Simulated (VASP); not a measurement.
Here is the system:

```
CELL_PARAMETERS angstrom
      0.00000     3.03834     3.03834
      3.03834     0.00000     3.03834
     12.16743    12.16743    -0.01407
ATOMIC_POSITIONS crystal
  Hg 0.01021 0.01021 0.99234
  Hg 0.00361 0.00361 0.24730
  Hg 0.99742 0.99742 0.50193
  Hg 0.98982 0.98982 0.75763
  Se 0.25500 0.25500 0.05875
  Se 0.24891 0.24891 0.31331
  Se 0.24305 0.24305 0.56771
  S  0.25198 0.25198 0.81102
```

Computed with PBEsol GGA, VASP's PBE PAW potentials (set 64) (plane waves; VASP 6.6.1). Run with 400 eV cut-off, Gaussian smearing of 0.050 eV, potentials Hg Se S.

Unless said otherwise, spin-orbit coupling is left out, though it shifts the bands of the heavy elements here.

Problem. What does the run give for the band gap (along the path) with the smallest direct gap where there is one?

Solution. 
The band gap (along the path) is none (metal, semimetal or under 0.01 eV).

Total energies compare only between runs with the same potentials, cut-off and functional.

The structure was generated: Hg4SSe3 was put into an ordered model structure (R3m), which need not be its known phase. It was relaxed first.
